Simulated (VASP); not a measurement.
OSZICAR of a VASP run on TiCo (CsCl type):

**OSZICAR**
```
       N       E                     dE             d eps       ncg     rms          rms(c)
DAV:   1     0.142290421867E+03    0.14229E+03   -0.90230E+03  1680   0.147E+03
DAV:   2    -0.500538038803E+01   -0.14730E+03   -0.14467E+03  1764   0.365E+02
DAV:   3    -0.123764219120E+02   -0.73710E+01   -0.73128E+01  2448   0.907E+01
DAV:   4    -0.126040550584E+02   -0.22763E+00   -0.22732E+00  2123   0.134E+01
DAV:   5    -0.126120352289E+02   -0.79802E-02   -0.79795E-02  2349   0.220E+00    0.113E+01
DAV:   6    -0.110668199596E+02    0.15452E+01   -0.82322E+00  2175   0.341E+01    0.559E+00
DAV:   7    -0.123573361065E+02   -0.12905E+01   -0.10895E+01  2224   0.405E+01    0.114E+01
DAV:   8    -0.109229973510E+02    0.14343E+01   -0.57486E+00  2235   0.305E+01    0.167E+00
DAV:   9    -0.109417555580E+02   -0.18758E-01   -0.17454E-01  2093   0.355E+00    0.148E+00
DAV:  10    -0.109316687016E+02    0.10087E-01   -0.79630E-02  2387   0.327E+00    0.277E-01
DAV:  11    -0.109315000309E+02    0.16867E-03   -0.28919E-03  2044   0.605E-01    0.160E-01
DAV:  12    -0.109312045143E+02    0.29552E-03   -0.69203E-04  2160   0.318E-01    0.272E-02
DAV:  13    -0.109311948996E+02    0.96147E-05   -0.50632E-05  1974   0.890E-02    0.745E-03
DAV:  14    -0.109311951059E+02   -0.20628E-06   -0.17452E-06  1228   0.139E-02
   1 F= -.10931195E+02 E0= -.10929074E+02  d E =-.424146E-02
```

Problem. Which electronic solver shows in the log?

Solution. It is blocked Davidson (ALGO = Normal, or the opening steps of other solvers). The INCAR had ALGO = Normal.

Problem. How was spin treated?

Solution. Without spin polarisation: there is no mag entry.

Problem. Can the final energy be trusted as converged?

Solution. The run converged. It stopped with EDIFF = 1E-6, NELM = 100 (PBE GGA, plane waves, VASP's PBE PAW potentials (set 64)). The cell is charged, with a uniform compensating background.

The compound is TiCo in the CsCl type structure. The cell was not relaxed at this level. The run is one of a series of settings (ISMEAR = 0, NELECT = 21.5, SIGMA = 0.05 against the base run), some of them coarse on purpose. The run is not spin-polarised, so no magnetic state was tried.
